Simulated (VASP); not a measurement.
A convergence study with VASP on CsBr (CsCl type): one setting is varied, all else stays as given below, so the limit is that of these other settings. Each run relaxes cell and ions from the cell shown. The basis is that of the starting cell, so low cut-offs carry a Pulay error.

```
CELL_PARAMETERS angstrom
      4.29000     0.00000     0.00000
      0.00000     4.29000     0.00000
      0.00000     0.00000     4.29000
ATOMIC_POSITIONS crystal
  Cs 0.00000 0.00000 0.00000
  Br 0.50000 0.50000 0.50000
```

Level of theory: PBE GGA, VASP's PBE PAW potentials (set 64) (plane waves; VASP). The tightest run used: 700 eV cut-off, 5×5×5 Γ-centred mesh, Gaussian smearing of 0.050 eV, potentials Cs_sv Br.

Gaps are read on the run's mesh, which can miss a band edge.

```
setting      relaxed volume (Å³/atom)  E (eV/atom)  gap on the mesh (eV)  plane waves
-----------  ------------------------  -----------  --------------------  -----------
ENCUT = 150                    34.030      -3.1038                 4.666          341
ENCUT = 200                    39.355      -2.9981                 4.511          513
ENCUT = 250                    41.800      -3.0094                 4.303          739
ENCUT = 300                    42.306      -3.0115                 4.264          948
ENCUT = 350                    42.306      -3.0111                 4.263         1189
ENCUT = 400                    42.320      -3.0112                 4.263         1445
```

Task: These are the cheaper rows. Estimate the results at ENCUT = 700, and how far the last row shown lies from them.

Result: 
```tsv
quantity	tightest run	last row shown is off by
relaxed volume (Å³/atom)	42.451	-0.131
E (eV/atom)	-3.0120	0.0008
gap on the mesh (eV)	4.254	0.010
```

Left out are rungs that failed or repeat a setting and relaxations that didn't move; long series are thinned to 24 rows.

The compound is CsBr in the CsCl type structure.
